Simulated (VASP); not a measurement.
VASP input:

KPOINTS:
```
Automatic mesh
0
Gamma
12 12 12
0 0 0
```

POSCAR:
```
Cr
1
    2.9194526167     0.0000000000     0.0000000000
    0.0000000000     2.9194526167     0.0000000000
    0.0000000000     0.0000000000     2.9194526167
Cr
2
Direct
  0.0000000000   0.0000000000   0.0000000000
  0.5000000000   0.5000000000   0.5000000000
```

### INCAR
```
! general
SYSTEM  = Cr
PREC    = Accurate
ENCUT   = 480
LREAL   = .FALSE.   ! projection in real space or not
LASPH   = .TRUE.

! electronic loop
EDIFF   = 1E-7   ! SCF stop (eV)
NELM    = 100   ! most electronic steps
ALGO    = Normal   ! blocked Davidson
LMAXMIX = 4

! smearing
ISMEAR  = 1   ! Methfessel-Paxton
SIGMA   = 0.1   ! width (eV)

! functional
GGA     = PS

! ions
ISIF    = 2   ! forces and stress, cell fixed

! output
LWAVE   = .FALSE.
LCHARG  = .FALSE.
```

POTCAR, in this order: Cr_pv (PBE.64 set). Program: vasp_std.

Q: Write an equivalent input for Ansatz.

A: One equivalent input (not run):
Ansatz 0.2 input:
```yaml
crystal:
  lattice:
    - [2.9194526, 0.0000000, 0.0000000]
    - [0.0000000, 2.9194526, 0.0000000]
    - [0.0000000, 0.0000000, 2.9194526]
  atoms:
    - { symbol: Cr, position: [0.0000000, 0.0000000, 0.0000000] }
    - { symbol: Cr, position: [0.5000000, 0.5000000, 0.5000000] }
kpoints:
  mp_grid: { grid: [12, 12, 12] }
hamiltonian:
  xc: pbesol
  pseudopotentials: { kind: paw }
scf:
  occupations: { method: methfessel_paxton, width: 0.1 }
  max_iter: 100
output: { forces: true, stress: true, eigenvalues: true }
```
What does not carry over: each code has its own PAW files, so the cut-off isn't converted (ENCUT is set for VASP's; basis.ecutwfc is left out, and Ansatz then takes the one that its files recommend); Ansatz stops its SCF on the density residual and VASP on the energy change (EDIFF).

The compound is Cr in the bcc, AFM order structure. This cell was strained or had an atom moved on purpose.
